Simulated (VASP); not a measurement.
Computed with PBE GGA with D3 dispersion (Becke-Johnson damping), VASP's PBE PAW potentials (set 64) (plane waves; VASP 6.6.1).

VASP ran on this input.

KPOINTS:
```
Regular mesh
0
Gamma
 7 7 7
0 0 0
```

### INCAR
```
ALGO  =  Normal
EDIFF  =  1E-6
EDIFFG  =  -0.01
ENCUT  =  520
GGA  =  PE
IBRION  =  2
ISIF  =  3
ISMEAR  =  0
IVDW  =  12
LASPH  =  .TRUE.
LCHARG  =  .FALSE.
LREAL  =  .FALSE.
LWAVE  =  .FALSE.
NELM  =  100
NSW  =  60
PREC  =  Accurate
SIGMA  =  0.05
SYSTEM  =  NaCl
```

File POSCAR:
```
NaCl
1
    0.0000000000     2.8200000000     2.8200000000
    2.8200000000     0.0000000000     2.8200000000
    2.8200000000     2.8200000000     0.0000000000
Na Cl
1 1
Direct
  0.0000000000   0.0000000000   0.0000000000
  0.5000000000   0.5000000000   0.5000000000
```

POTCAR, in this order: Na_pv Cl (PBE.64 set). Program: vasp_std.

The run wrote:

File OSZICAR:
```
       N       E                     dE             d eps       ncg     rms          rms(c)
DAV:   1     0.975236971645E+02    0.97524E+02   -0.73120E+03   440   0.128E+03
DAV:   2     0.176827653417E+01   -0.95755E+02   -0.89738E+02   498   0.285E+02
DAV:   3    -0.678229348591E+01   -0.85506E+01   -0.84981E+01   536   0.841E+01
DAV:   4    -0.696833957810E+01   -0.18605E+00   -0.18588E+00   497   0.135E+01
DAV:   5    -0.697273766629E+01   -0.43981E-02   -0.43977E-02   605   0.208E+00    0.215E+00
DAV:   6    -0.678058863810E+01    0.19215E+00   -0.38670E-01   508   0.418E+00    0.162E+00
DAV:   7    -0.676889980433E+01    0.11689E-01   -0.91273E-02   525   0.205E+00    0.108E+00
DAV:   8    -0.677458859584E+01   -0.56888E-02   -0.95571E-03   455   0.106E+00    0.241E-01
DAV:   9    -0.677453918715E+01    0.49409E-04   -0.18739E-04   542   0.136E-01    0.129E-01
DAV:  10    -0.677468666164E+01   -0.14747E-03   -0.30287E-04   467   0.161E-01    0.471E-02
DAV:  11    -0.677467966809E+01    0.69936E-05   -0.17773E-05   506   0.440E-02    0.819E-03
DAV:  12    -0.677468012718E+01   -0.45909E-06   -0.13597E-06   473   0.133E-02
   1 F= -.72036575E+01 E0= -.72036575E+01  d E =-.720366E+01
       N       E                     dE             d eps       ncg     rms          rms(c)
DAV:   1    -0.679764495487E+01   -0.22965E-01   -0.62738E-01   494   0.121E+01    0.111E+00
DAV:   2    -0.677440691222E+01    0.23238E-01   -0.38085E-02   494   0.214E+00    0.442E-01
DAV:   3    -0.677028102207E+01    0.41259E-02   -0.94959E-03   500   0.113E+00    0.216E-01
DAV:   4    -0.676986843676E+01    0.41259E-03   -0.25908E-04   641   0.205E-01    0.168E-02
DAV:   5    -0.676986193462E+01    0.65021E-05   -0.26997E-05   494   0.470E-02    0.986E-03
DAV:   6    -0.676986228573E+01   -0.35111E-06   -0.15810E-06   362   0.212E-02
   2 F= -.72069320E+01 E0= -.72069320E+01  d E =-.327449E-02
       N       E                     dE             d eps       ncg     rms          rms(c)
DAV:   1    -0.677798064296E+01   -0.81187E-02   -0.29217E-01   494   0.834E+00    0.753E-01
DAV:   2    -0.676724570902E+01    0.10735E-01   -0.17494E-02   494   0.146E+00    0.301E-01
DAV:   3    -0.676532605443E+01    0.19197E-02   -0.44506E-03   500   0.776E-01    0.146E-01
DAV:   4    -0.676514461462E+01    0.18144E-03   -0.12208E-04   641   0.139E-01    0.113E-02
DAV:   5    -0.676514158309E+01    0.30315E-05   -0.13182E-05   488   0.320E-02    0.686E-03
DAV:   6    -0.676514188528E+01   -0.30219E-06   -0.72549E-07   229   0.145E-02
   3 F= -.72078207E+01 E0= -.72078207E+01  d E =-.416326E-02
       N       E                     dE             d eps       ncg     rms          rms(c)
DAV:   1    -0.676458100826E+01    0.56057E-03   -0.19639E-02   494   0.218E+00    0.194E-01
DAV:   2    -0.676386039350E+01    0.72061E-03   -0.11682E-03   494   0.378E-01    0.776E-02
DAV:   3    -0.676373374880E+01    0.12664E-03   -0.29910E-04   500   0.202E-01    0.373E-02
DAV:   4    -0.676372589699E+01    0.78518E-05   -0.82323E-06   625   0.360E-02    0.292E-03
DAV:   5    -0.676372572179E+01    0.17520E-06   -0.81888E-07   229   0.826E-03
   4 F= -.72078676E+01 E0= -.72078676E+01  d E =-.421018E-02
```

File OUTCAR:
```
------------------------ aborting loop because EDIFF is reached ----------------------------------------
 Edisp (eV)   -0.44414
  FORCE on cell =-STRESS in cart. coord.  units (eV):
  Direction    XX          YY          ZZ          XY          YZ          ZX
  --------------------------------------------------------------------------------------
  Total       0.00272     0.00272     0.00272    -0.00000     0.00000    -0.00000
  in kB       0.10056     0.10056     0.10056    -0.00000     0.00000    -0.00000
  external pressure =        0.10 kB  Pullay stress =        0.00 kB
  volume of cell :       43.38
      direct lattice vectors                 reciprocal lattice vectors
     0.000000000  2.788890853  2.788890853    -0.179282742  0.179282742  0.179282742
     2.788890853  0.000000000  2.788890853     0.179282742 -0.179282742  0.179282742
     2.788890853  2.788890853  0.000000000     0.179282742  0.179282742 -0.179282742
  FREE ENERGIE OF THE ION-ELECTRON SYSTEM (eV)
  ---------------------------------------------------
  free  energy   TOTEN  =        -7.2078676494 eV

  energy  without entropy=       -7.2078676494  energy(sigma->0) =       -7.20786765

 reached required accuracy - stopping structural energy minimisation
```
(Selected blocks of OUTCAR.)

File CONTCAR:
```
NaCl
   1.00000000000000
     0.0000000000000000    2.7888908533575494    2.7888908533575494
     2.7888908533575494    0.0000000000000000    2.7888908533575494
     2.7888908533575494    2.7888908533575494    0.0000000000000000
  Na              Cl
     1     1
Direct
     0.0000000000000000    0.0000000000000000    0.0000000000000000
     0.5000000000000000    0.5000000000000000    0.5000000000000000
```

Energy and stress use the plane-wave basis of the starting cell.

The compound is NaCl in the rock salt structure. This run relaxes it. Symmetry was kept, so distortions that lower it aren't found.
